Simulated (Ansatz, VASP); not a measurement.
# Li5AuO4 (Li5AuO4 (C2/m)) in two plane-wave programs

Wanted: the spread between two codes on one cell, functional and k mesh. The cell is taken from a series of runs on this material, whose earlier steps may have relaxed, scaled, displaced or heated it; both programs get it as it stands. Valence electrons are named where the data sets of a main pair hold unlike numbers.

Main program and level: Ansatz 0.2.0; plane waves, with VASP 6.6.1 beside it; single point at PBEsol.

**1. Set-up**

The cell holds 80 atoms: 40 Li, 8 Au and 32 O. Cell: a = 9.418 Å, b = 9.424 Å, c = 9.408 Å, α = 90.0°, β = 102.9°, γ = 90.0°. It derives from Li5AuO4 (Li5AuO4 (C2/m)).

**2. VASP: single point, PBEsol**

A single point gives forces, pressure and levels at one fixed geometry, so differences don't come from the geometry; what else differs is listed under the comparison.

Lines of VASP's logs that name or quote its potential files are left out, and so is its time.

INCAR

```
SYSTEM = Li5AuO4
PREC = Accurate
ENCUT = 650
EDIFF = 1E-05
NELM = 100
ISMEAR = 0
SIGMA = 0.05
LREAL = Auto
ALGO = Fast
GGA = PS
NBANDS = 256
LASPH = .TRUE.
LORBIT = 11
LWAVE = .FALSE.
LCHARG = .FALSE.
NCORE = 8
ISIF = 2
```

POSCAR

```
Li5AuO4
1.0
    9.4175568596      0.0000000000     -0.0230269024
    0.0000000000      9.4237065584      0.0000000000
   -2.0764689440      0.0000000000      9.1760665010
Li Au O
40 8 32
Direct
    0.2500000000      0.2922333459      0.2500000000
    0.2500000000      0.2922333459      0.7500000000
    0.5000000000      0.7922333459      0.2500000000
    0.5000000000      0.7922333459      0.7500000000
    0.7500000000      0.2922333459      0.2500000000
    0.7500000000      0.2922333459      0.7500000000
    0.0000000000      0.7922333459      0.2500000000
    0.0000000000      0.7922333459      0.7500000000
    0.2500000000      0.7828180991      0.0000000000
    0.2500000000      0.7828180991      0.5000000000
    0.5000000000      0.2828180991      0.0000000000
    0.5000000000      0.2828180991      0.5000000000
    0.7500000000      0.7828180991      0.0000000000
    0.7500000000      0.7828180991      0.5000000000
    0.0000000000      0.2828180991      0.0000000000
    0.0000000000      0.2828180991      0.5000000000
    0.2500000000      0.2171819009      0.0000000000
    0.2500000000      0.2171819009      0.5000000000
    0.5000000000      0.7171819009      0.0000000000
    0.5000000000      0.7171819009      0.5000000000
    0.7500000000      0.2171819009      0.0000000000
    0.7500000000      0.2171819009      0.5000000000
    0.0000000000      0.7171819009      0.0000000000
    0.0000000000      0.7171819009      0.5000000000
    0.2500000000      0.7077666541      0.2500000000
    0.2500000000      0.7077666541      0.7500000000
    0.5000000000      0.2077666541      0.2500000000
    0.5000000000      0.2077666541      0.7500000000
    0.7500000000      0.7077666541      0.2500000000
    0.7500000000      0.7077666541      0.7500000000
    0.0000000000      0.2077666541      0.2500000000
    0.0000000000      0.2077666541      0.7500000000
    0.0000000000      0.0000000000      0.0000000000
    0.0000000000      0.0000000000      0.5000000000
    0.2500000000      0.5000000000      0.0000000000
    0.2500000000      0.5000000000      0.5000000000
    0.5000000000      0.0000000000      0.0000000000
    0.5000000000      0.0000000000      0.5000000000
    0.7500000000      0.5000000000      0.0000000000
    0.7500000000      0.5000000000      0.5000000000
    0.2500000000      0.0000000000      0.2500000000
    0.2500000000      0.0000000000      0.7500000000
    0.5000000000      0.5000000000      0.2500000000
    0.5000000000      0.5000000000      0.7500000000
    0.7500000000      0.0000000000      0.2500000000
    0.7500000000      0.0000000000      0.7500000000
    0.0000000000      0.5000000000      0.2500000000
    0.0000000000      0.5000000000      0.7500000000
    0.1277490557      0.8529024177      0.1251201722
    0.1277490557      0.8529024177      0.6251201722
    0.3777490557      0.3529024177      0.1251201722
    0.3777490557      0.3529024177      0.6251201722
    0.6277490558      0.8529024177      0.1251201722
    0.6277490558      0.8529024177      0.6251201722
    0.8777490558      0.3529024177      0.1251201722
    0.8777490558      0.3529024177      0.6251201722
    0.3722509442      0.8529024177      0.3748798278
    0.3722509443      0.8529024177      0.8748798278
    0.6222509442      0.3529024177      0.3748798278
    0.6222509443      0.3529024177      0.8748798278
    0.8722509442      0.8529024177      0.3748798278
    0.8722509442      0.8529024177      0.8748798278
    0.1222509443      0.3529024177      0.3748798278
    0.1222509442      0.3529024177      0.8748798278
    0.1277490558      0.1470975823      0.1251201722
    0.1277490558      0.1470975823      0.6251201722
    0.3777490557      0.6470975823      0.1251201722
    0.3777490557      0.6470975823      0.6251201722
    0.6277490558      0.1470975823      0.1251201722
    0.6277490558      0.1470975823      0.6251201722
    0.8777490558      0.6470975823      0.1251201722
    0.8777490558      0.6470975823      0.6251201722
    0.3722509442      0.1470975823      0.3748798278
    0.3722509443      0.1470975823      0.8748798278
    0.6222509442      0.6470975823      0.3748798278
    0.6222509443      0.6470975823      0.8748798278
    0.8722509442      0.1470975823      0.3748798278
    0.8722509442      0.1470975823      0.8748798278
    0.1222509443      0.6470975823      0.3748798278
    0.1222509442      0.6470975823      0.8748798278
```

KPOINTS

```
Automatic mesh
0
Gamma
1 1 1
0 0 0
```

The projector-augmented-wave data sets are Li_sv, Au and O (PBE family, release 64).

Started as:

```bash
$ mpirun -np 8 vasp_gam
```

Numbers of over 12 decimals in the logs are rounded to 6 here.

Output:

```text
[banner, memory and clock lines left out]
running    8 mpi-ranks, on    1 nodes
[...]
|                                                                             |
|           W    W    AA    RRRRR   N    N  II  N    N   GGGG   !!!           |
|           W    W   A  A   R    R  NN   N  II  NN   N  G    G  !!!           |
|           W    W  A    A  R    R  N N  N  II  N N  N  G       !!!           |
|           W WW W  AAAAAA  RRRRR   N  N N  II  N  N N  G  GGG   !            |
|           WW  WW  A    A  R   R   N   NN  II  N   NN  G    G                |
|           W    W  A    A  R    R  N    N  II  N    N   GGGG   !!!           |
|                                                                             |
|     For optimal performance we recommend to set                             |
|       NCORE = 2 up to number-of-cores-per-socket                            |
|     NCORE specifies how many cores store one orbital (NPAR=cpu/NCORE).      |
|     This setting can greatly improve the performance of VASP for DFT.       |
[...]
|                                                                             |
|     You enforced a specific xc type in the INCAR file but a different       |
|     [... a line on the potential file left out ...]
|     I HOPE YOU KNOW WHAT YOU ARE DOING!                                     |
|                                                                             |

 LDA part: xc-table for (Slater+PW92), standard interpolation
 POSCAR, INCAR and KPOINTS ok, starting setup
[...]
entering main loop
       N       E                     dE             d eps       ncg     rms          rms(c)
DAV:   1     0.585243858181E+04    0.58524E+04   -0.24418E+05   528   0.209E+03
DAV:   2     0.359022854604E+03   -0.54934E+04   -0.50885E+04   600   0.568E+02
DAV:   3    -0.408772453728E+03   -0.76780E+03   -0.74798E+03   656   0.191E+02
DAV:   4    -0.500433386413E+03   -0.91661E+02   -0.90857E+02   848   0.528E+01
[...]
RMM:  25    -0.402624703899E+03   -0.16956E-04   -0.18568E-04   600   0.179E-02    0.150E-02
RMM:  26    -0.402624714218E+03   -0.10319E-04   -0.12165E-04   501   0.158E-02    0.141E-02
RMM:  27    -0.402624721490E+03   -0.72719E-05   -0.88232E-05   490   0.155E-02
   1 F= -.40262472E+03 E0= -.40262472E+03  d E =-.215920E-14
```

Parts of OUTCAR (step 2):

```text
  Total       -2.3177210     -2.4918147     -2.3344407      0.0000000      0.0000000     -0.3091739
  in kB       -4.5624230     -4.9051256     -4.5953355      0.0000000      0.0000000     -0.6086074
  external PRESSURE =      -4.6876280 kB  Pullay stress =       0.0000000 kB

 POSITION                                       TOTAL-FORCE (eV/Angst)
 -----------------------------------------------------------------------------------
[...]
4.70878      2.66519     -0.01151         0.000000     -0.020030     -0.000000
      3.67054      2.66519      4.57652         0.000000     -0.020030     -0.000000
      7.06317      7.37705     -0.01727         0.000000     -0.020030     -0.000000
      6.02493      7.37705      4.57076         0.000000     -0.020030     -0.000000
      0.00000      2.66519      0.00000         0.000000     -0.020030     -0.000000
     -1.03823      2.66519      4.58803         0.000000     -0.020030     -0.000000
      2.35439      2.04666     -0.00576         0.000000      0.020030     -0.000000
      1.31615      2.04666      4.58228         0.000000      0.020030     -0.000000
      4.70878      6.75851     -0.01151         0.000000      0.020030     -0.000000
      3.67054      6.75851      4.57652         0.000000      0.020030     -0.000000
      7.06317      2.04666     -0.01727         0.000000      0.020030     -0.000000
      6.02493      2.04666      4.57076         0.000000      0.020030     -0.000000
      0.00000      6.75851      0.00000         0.000000      0.020030     -0.000000
[...]
-----------------------------------------------------------------------------------
    total drift:                               -0.000000     -0.000000     -0.000000

  FREE ENERGIE OF THE ION-ELECTRON SYSTEM (eV)
  ---------------------------------------------------
  free  energy   TOTEN  =      -402.6247214897 eV

  energy  without entropy=     -402.6247214897  energy(sigma->0) =     -402.62472149

[... 3 further parts left out ...]
[key lines of the parts left out:]
E-fermi :   2.5554
```

The run ends at a pressure of -0.47 GPa, with forces up to 0.032 eV/Å.

(Continued in part 2 of 2.)

[Lines on the potential files, build, host, timing and source positions are cut from VASP's logs without a mark.]

[Logs are printed without paths, hosts, clocks, repeated set-up lines and the standing remarks that a program may print on its own settings, such as how far it seeks lower states.]

[Hosts, paths, dates, database ids (printed as entryN), source tags and the programs' standing remarks are cut or masked in the printed files.]
